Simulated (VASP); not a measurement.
# A VASP study of Se (AM05): structure first, properties next, part 2 of 4

Aim: relax Se, then compute properties on the relaxed cell. This is not the structure that Se takes at ambient conditions. The start is a computed cell from the Materials Project.

VASP 6.6.1; AM05; plane waves and PAW (Se).

Still holding for the runs below: The k-mesh is coarse for a metal.

So far. Step 2 (Full relaxation (AM05)): It ends with forces that vanish by symmetry and a pressure of 0.00 GPa. Step 3 (Second relaxation): It ends with forces that vanish by symmetry and a pressure of -0.02 GPa. The volume moved by under 0.01 %: the run met its threshold at the first step.

The starting crystal is not the ambient structure of Se (space group No. 152 or space group No. 154); it is a model or a phase of other conditions.

### 4. Single point with fields (AM05)

A single point on the relaxed cell gives a clean self-consistent state, with density, ELF and potential written out.

INCAR

```
SYSTEM = Se
PREC = Accurate
ENCUT = 400
EDIFF = 1E-06
NELM = 100
ISMEAR = 0
SIGMA = 0.05
LREAL = .FALSE.
ALGO = Normal
GGA = AM
NBANDS = 9
LORBIT = 11
LWAVE = .FALSE.
LCHARG = .TRUE.
ISIF = 2
LELF = .TRUE.
LVHAR = .TRUE.
```

POSCAR

```
Se
1.0
   -1.6859214166      1.6859214166      1.6859214166
    1.6859214166     -1.6859214166      1.6859214166
    1.6859214166      1.6859214166     -1.6859214166
Se
1
Direct
    0.0000000000      0.0000000000      0.0000000000
```

KPOINTS

```
Automatic mesh
0
Gamma
11 11 11
0 0 0
```

Potentials, in the order of the species: Se (PBE family, release 64).

Run with:

```console
> mpirun -np 2 vasp_std
```

The program printed:

```text
[banner, memory and clock lines left out]
running    2 mpi-ranks, on    1 nodes
 distrk:  each k-point on    2 cores,    1 groups
 distr:  one band on    1 cores,    2 groups

 POSCAR found type information on POSCAR Se
 POSCAR found :  1 types and       1 ions
 [... a notice as in an earlier step ...]

 LDA part: xc-table for (Slater+PW92), standard interpolation
|                                                                             |
|           W    W    AA    RRRRR   N    N  II  N    N   GGGG   !!!           |
|           W    W   A  A   R    R  NN   N  II  NN   N  G    G  !!!           |
|           W    W  A    A  R    R  N N  N  II  N N  N  G       !!!           |
|           W WW W  AAAAAA  RRRRR   N  N N  II  N  N N  G  GGG   !            |
|           WW  WW  A    A  R   R   N   NN  II  N   NN  G    G                |
|           W    W  A    A  R    R  N    N  II  N    N   GGGG   !!!           |
|                                                                             |
|     The number of bands has been changed from the values supplied in        |
|     The orbitals not found in the WAVECAR file will be initialized with     |
|     random numbers, which is usually adequate. For correlated               |
|     calculations, however, you should redo the groundstate calculation.     |
|     I found NBANDS = 9. Now, NBANDS = 10.                                   |
|                                                                             |

 POSCAR, INCAR and KPOINTS ok, starting setup
 FFT: planning ... GRIDC
 FFT: planning ... GRID_SOFT
 FFT: planning ... GRID
 WAVECAR not read
 entering main loop
       N       E                     dE             d eps       ncg     rms          rms(c)
DAV:   1     0.715154630690E+01    0.71515E+01   -0.24252E+03  1132   0.415E+02
DAV:   2    -0.286124680029E+01   -0.10013E+02   -0.97714E+01  1492   0.697E+01
DAV:   3    -0.308294562233E+01   -0.22170E+00   -0.21988E+00  1350   0.835E+00
DAV:   4    -0.308323721078E+01   -0.29159E-03   -0.29157E-03  1300   0.380E-01
DAV:   5    -0.308323754834E+01   -0.33756E-06   -0.33797E-06  1322   0.127E-02    0.350E+00
DAV:   6    -0.308185418332E+01    0.13834E-02   -0.22950E-03  1264   0.242E-01    0.207E+00
DAV:   7    -0.308165406615E+01    0.20012E-03   -0.39652E-03  1198   0.321E-01    0.695E-02
DAV:   8    -0.308164309500E+01    0.10971E-04   -0.10794E-04  1244   0.583E-02    0.652E-03
DAV:   9    -0.308164325307E+01   -0.15807E-06   -0.12266E-06  1254   0.802E-03
   1 F= -.30816433E+01 E0= -.30805686E+01  d E =-.214935E-02
```

Wall time 4.4 s (2 MPI ranks of Intel Xeon Platinum 8259CL at 2.50GHz (Skylake/Cascade Lake), shared host); peak memory 0.21 GiB.

Parts of OUTCAR (step 4):

```text
The static configuration has the point symmetry O_h .

 Found     56 irreducible k-points:

   k-points           NKPTS =     56   k-points in BZ     NKDIM =     56   number of bands    NBANDS=     10

   NELECT =       6.0000    total number of electrons

 E-fermi :   6.2889

 k-point     3 :       0.1818    0.0000    0.0000
  band No.  band energies     occupation
      1      -9.7767      2.00000
      2       5.9147      2.00000
      3       8.1903      0.00000
      4       9.1662      0.00000
      5      16.0910      0.00000
      6      16.6824      0.00000
      7      20.3977      0.00000
    ...

 k-point     4 :       0.2727    0.0000    0.0000
  band No.  band energies     occupation
      1      -8.9007      2.00000
      2       3.2666      2.00000
      3       7.3031      0.00000
      4       8.8898      0.00000
      5      14.5891      0.00000
      6      15.5853      0.00000
      7      21.0538      0.00000
    ...

  Total       -0.0025657     -0.0025657     -0.0025657      0.0000000      0.0000000     -0.0000000
  in kB       -0.2144582     -0.2144582     -0.2144582      0.0000000      0.0000000     -0.0000000
  external PRESSURE =      -0.2144582 kB  Pullay stress =       0.0000000 kB

 POSITION                                       TOTAL-FORCE (eV/Angst)
 -----------------------------------------------------------------------------------
      0.00000      0.00000      0.00000        -0.000000      0.000000      0.000000
 -----------------------------------------------------------------------------------
    total drift:                                0.000000      0.000000     -0.000000

  FREE ENERGIE OF THE ION-ELECTRON SYSTEM (eV)
  ---------------------------------------------------
  free  energy   TOTEN  =        -3.0816432531 eV

  energy  without entropy=       -3.0794938998  energy(sigma->0) =       -3.08056858

[... 12 parts as in an earlier step ...]

[... 1 further part left out ...]
```

This step gave:

```
SCF cycles : 9
bands      : 10
pressure   : -0.02145 GPa
```

Valence electrons inside each PAW sphere by angular momentum. Sphere charges, by row:

```csv
atom,s (e),p (e),d (e),tot (e)
Se1,1.539,2.039,0.06,3.638
```

ELF in the ac plane of the conventional cell at fractional y = 0.000, with atoms of Se within 0.2 Å of it. It is the smooth field of the valence electrons, not physical close to the nuclei.

Ten even steps from '0' (0.09) to '9' (0.84), each cell a mean:
```
78998410169998
99997300158999
99985200036999
98863100014689
65431000001356
11100000000011
00000000000000
11000000000001
44320000001234
88752000013578
99985200036899
99997300148999
78998410158998
67998410169997
```
Columns run along a (3.4 Å), rows up along c (3.4 Å), edges of the conventional cell, whose origin can differ from the input's. Atoms in or near the plane, at fractional coordinates: Se at (0.00, 0.00).

Valence density in the ac plane of the conventional cell at fractional y = 0.000, with atoms of Se within 0.2 Å of it. It is the smooth field of the valence electrons, not physical close to the nuclei.

Values in e/Å³, 14 rows by 14 columns, each cell a mean:
```
 0.16  0.43  0.75  0.71  0.45  0.23  0.14  0.11  0.15  0.29  0.53  0.76  0.68  0.35
 0.61  0.71  0.78  0.63  0.39  0.20  0.13  0.11  0.14  0.25  0.45  0.69  0.79  0.68
 0.77  0.75  0.65  0.46  0.28  0.17  0.12  0.11  0.13  0.20  0.33  0.52  0.69  0.76
 0.56  0.52  0.41  0.30  0.20  0.14  0.11  0.10  0.12  0.16  0.23  0.33  0.45  0.53
 0.30  0.28  0.23  0.19  0.15  0.12  0.11  0.11  0.11  0.13  0.16  0.20  0.25  0.29
 0.16  0.15  0.14  0.12  0.11  0.11  0.11  0.11  0.11  0.11  0.12  0.13  0.14  0.15
 0.11  0.11  0.11  0.10  0.10  0.11  0.11  0.11  0.11  0.11  0.10  0.11  0.11  0.11
 0.14  0.14  0.13  0.12  0.11  0.11  0.11  0.11  0.11  0.11  0.11  0.12  0.13  0.14
 0.24  0.22  0.19  0.16  0.13  0.12  0.11  0.11  0.11  0.12  0.14  0.17  0.20  0.23
 0.48  0.44  0.35  0.26  0.18  0.13  0.11  0.10  0.11  0.15  0.20  0.28  0.39  0.45
 0.74  0.70  0.58  0.41  0.26  0.16  0.12  0.10  0.12  0.19  0.30  0.46  0.63  0.71
 0.71  0.77  0.76  0.58  0.35  0.19  0.13  0.11  0.14  0.23  0.41  0.65  0.78  0.75
 0.28  0.51  0.77  0.70  0.44  0.22  0.14  0.11  0.15  0.28  0.52  0.75  0.71  0.43
-0.07  0.28  0.71  0.74  0.48  0.24  0.14  0.11  0.16  0.30  0.56  0.77  0.61  0.16
```
Columns run along a (3.4 Å), rows up along c (3.4 Å), edges of the conventional cell, whose origin can differ from the input's. Atoms in or near the plane, at fractional coordinates: Se at (0.00, 0.00).

Electrostatic potential energy in the ac plane of the conventional cell at fractional y = 0.000, with atoms of Se within 0.2 Å of it. With pseudopotentials it is smooth inside the atoms' cores, unlike the true potential.

Values in eV, 14 rows by 14 columns, each cell a mean:
```
-28 -40 -48 -30  -8  -1   2   2   1  -2 -13 -38 -48 -36
-46 -49 -42 -20  -5   0   2   3   2  -1  -7 -27 -47 -48
-41 -36 -21  -7  -1   1   3   3   2   1  -3 -10 -27 -38
-15 -11  -5  -2   1   2   3   3   3   2   0  -3  -7 -13
 -3  -2   0   1   2   3   3   3   3   2   2   1  -1  -2
  1   2   2   2   3   3   3   3   3   3   3   2   2   1
  2   2   3   3   3   3   3   2   3   3   3   3   3   2
  2   2   2   3   3   3   3   3   3   3   3   3   2   2
 -1   0   1   2   2   3   3   3   3   3   2   1   0  -1
 -9  -7  -3  -1   1   2   3   3   3   2   1  -1  -5  -8
-34 -28 -15  -5  -1   2   3   3   2   1  -2  -7 -20 -30
-48 -48 -36 -15  -3   1   2   3   2   0  -5 -21 -42 -48
-33 -43 -48 -28  -7   0   2   2   2  -2 -11 -36 -49 -40
-16 -33 -48 -34  -9  -1   2   2   1  -3 -15 -41 -46 -28
```
Columns run along a (3.4 Å; values clipped at the 3rd and 97th percentile), rows up along c (3.4 Å), edges of the conventional cell, whose origin can differ from the input's. Atoms in or near the plane, at fractional coordinates: Se at (0.00, 0.00).

In this run the pressure is -0.02 GPa, small enough to go on; single stress components reach 0.02 GPa.

### 5. Bands along the symmetry lines (AM05)

The mesh alone shows little of the dispersion and can miss band extrema, so KPOINTS_OPT adds a path through the symmetry points after the self-consistent cycle.

INCAR

```
SYSTEM = Se
PREC = Accurate
ENCUT = 400
EDIFF = 1E-06
NELM = 100
ISMEAR = 0
SIGMA = 0.05
LREAL = .FALSE.
ALGO = Normal
GGA = AM
NBANDS = 14
LORBIT = 11
LWAVE = .FALSE.
LCHARG = .FALSE.
KPAR = 2
```

POSCAR is that of step 4.

KPOINTS is that of step 4.

KPOINTS_OPT

```
Line mode
16
Line-mode
Reciprocal
  0.00000000   0.00000000   0.00000000 GAMMA
  0.50000000  -0.50000000   0.50000000 H

  0.50000000  -0.50000000   0.50000000 H
  0.00000000   0.00000000   0.50000000 N

  0.00000000   0.00000000   0.50000000 N
  0.00000000   0.00000000   0.00000000 GAMMA

  0.00000000   0.00000000   0.00000000 GAMMA
  0.25000000   0.25000000   0.25000000 P

  0.25000000   0.25000000   0.25000000 P
  0.50000000  -0.50000000   0.50000000 H

  0.25000000   0.25000000   0.25000000 P
  0.00000000   0.00000000   0.50000000 N
```

Run with:

```console
> mpirun -np 2 vasp_std
```

The program printed:

```text
[... set-up lines as in an earlier step ...]
 entering main loop
       N       E                     dE             d eps       ncg     rms          rms(c)
DAV:   1     0.936146182553E+01    0.93615E+01   -0.23868E+03  1576   0.298E+02
DAV:   2    -0.282036170365E+01   -0.12182E+02   -0.11771E+02  2096   0.665E+01
DAV:   3    -0.308298864822E+01   -0.26263E+00   -0.26139E+00  1856   0.726E+00
DAV:   4    -0.308323729253E+01   -0.24864E-03   -0.24863E-03  1916   0.292E-01
DAV:   5    -0.308323754827E+01   -0.25574E-06   -0.25597E-06  1844   0.884E-03    0.350E+00
DAV:   6    -0.308185352454E+01    0.13840E-02   -0.19396E-03  1874   0.173E-01    0.207E+00
DAV:   7    -0.308165459016E+01    0.19893E-03   -0.34162E-03  1826   0.230E-01    0.696E-02
DAV:   8    -0.308164314197E+01    0.11448E-04   -0.87557E-05  1784   0.413E-02    0.628E-03
DAV:   9    -0.308164328483E+01   -0.14287E-06   -0.17201E-06  2008   0.673E-03
   1 F= -.30816433E+01 E0= -.30805686E+01  d E =-.214937E-02
 Start KPOINTS_OPT (optional k-point list driver)
k-point batch [1-56\96]
       N       E                     dE             ncg
DAV:   1     0.104253833603E+04   -0.79505E+04     1576
DAV:   2     0.279542689445E+03   -0.76300E+03     2036
DAV:   3     0.260939632677E+03   -0.18603E+02     1772
DAV:   4     0.260922528605E+03   -0.17104E-01     1910
DAV:   5     0.260922512005E+03   -0.16600E-04     1826
DAV:   6     0.260922511984E+03   -0.21372E-07     1566
k-point batch [57-96\96]
       N       E                     dE             ncg
DAV:   1     0.811715856350E+03   -0.96506E+04     1134
DAV:   2     0.328347527955E+03   -0.48337E+03     1468
DAV:   3     0.319714122332E+03   -0.86334E+01     1444
DAV:   4     0.319705525831E+03   -0.85965E-02     1240
DAV:   5     0.319705515578E+03   -0.10253E-04     1408
DAV:   6     0.319705515562E+03   -0.16151E-07     1130
```

Run time: 9.2 s. Hardware: 2 MPI ranks; peak memory 0.25 GiB.

From OUTCAR (step 5):

```text
   k-points           NKPTS =     56   k-points in BZ     NKDIM =     56   number of bands    NBANDS=     14

   NELECT =       6.0000    total number of electrons

 E-fermi :   6.2889

 k-point     2 :       0.0909    0.0000    0.0000
  band No.  band energies     occupation
      1     -10.3265      2.00000
      2       8.3198      0.00000
      3       9.0551      0.00000
      4       9.3730      0.00000
      5      17.8017      0.00000
      6      17.9517      0.00000
    ...

  Total       -0.0026619     -0.0026619     -0.0026619      0.0000000      0.0000000      0.0000000
  in kB       -0.2224965     -0.2224965     -0.2224965      0.0000000      0.0000000      0.0000000
  external PRESSURE =      -0.2224965 kB  Pullay stress =       0.0000000 kB

  FREE ENERGIE OF THE ION-ELECTRON SYSTEM (eV)
  ---------------------------------------------------
  free  energy   TOTEN  =        -3.0816432848 eV

  energy  without entropy=       -3.0794939198  energy(sigma->0) =       -3.08056860

[... 10 parts as in an earlier step ...]

[... 7 further parts left out ...]
```

Spin-orbit coupling is off here; it would split degenerate levels.

This step gave:

| Quantity | Value |
| --- | --- |
| bands | 14 |
| pressure | -0.02225 GPa |

The electronic bands at the labelled points (eV, zero at the Fermi level; # counts the bands kept in this run):

```
          point     #1     #2     #3     #4     #5
              Γ   3.16   3.16   3.16  11.67  12.41
0.53 of the way  -2.72  -1.22  -1.22   6.34  12.93
              H  -3.59  -3.59  -3.59   3.58   3.58
0.47 of the way  -5.73  -2.40  -1.40   6.42   8.39
              N  -7.29  -0.06   2.17   6.74   8.09
0.47 of the way  -2.85   1.07   2.62   8.38   9.36
              Γ   3.16   3.16   3.16  11.67  12.41
0.47 of the way  -2.85   0.69   0.69  10.66  10.66
              P  -4.22  -4.22  -4.22  15.40  15.40
0.53 of the way  -5.07  -5.07   0.93   8.98   8.98
              H  -3.59  -3.59  -3.59   3.58   3.58
      jump to P  -4.22  -4.22  -4.22  15.40  15.40
0.47 of the way  -6.40  -2.71  -0.95  11.23  11.57
              N  -7.29  -0.06   2.17   6.74   8.09
```

The electronic bands as a text plot (rows in eV, shown from -7.3 to 3.6 only):

```
    3.3 |                            *
    2.9 |**                       *******
    2.4 | *                    ***
    2.0 |  *                 **    **  * *                      *
    1.5 |  **               *     *       *         **
    1.1 |                        *      *                      *
    0.6 |   *              *    *
    0.2 |    *            *   **   *       *          *       *
   -0.3 |                   **                     *            *
   -0.7 |     *          * *      *      *  *          *
   -1.2 |    * *          *                       *            *
   -1.6 |       *                                       *    *
   -2.1 |     *         **                *  *                *
   -2.5 |      *       **                     *             *
   -3.0 |        **   **         *                       *   *
   -3.4 |       *  ****                          *        *
   -3.9 |        ***                       *   *         * **
   -4.3 |             **                    *   *       *  *
   -4.8 |                       *              * *    **   *
   -5.3 |               *                    *    ****
   -5.7 |                                     *             *
   -6.2 |                *     *                             *
   -6.6 |                 *   *                               *
   -7.1 |                  ***                                 **
         Γ           H       N        Γ         P        H|P    N
```

There is no gap at this level.

[end of part 2 of 4]

[Lines on the potential files, build, host, timing and source positions are cut from VASP's logs without a mark.]

[Logs are printed without paths, hosts, clocks, repeated set-up lines and the standing remarks that a program may print on its own settings, such as how far it seeks lower states.]

[Hosts, paths, dates, database ids (printed as entryN), source tags and the programs' standing remarks are cut or masked in the printed files.]

[A measured line is paired with the nearest computed mode of its activity, which favours agreement.]

[In band tables of VASP the shares of atoms and orbitals are scaled to a sum of 1 inside the atoms' spheres.]
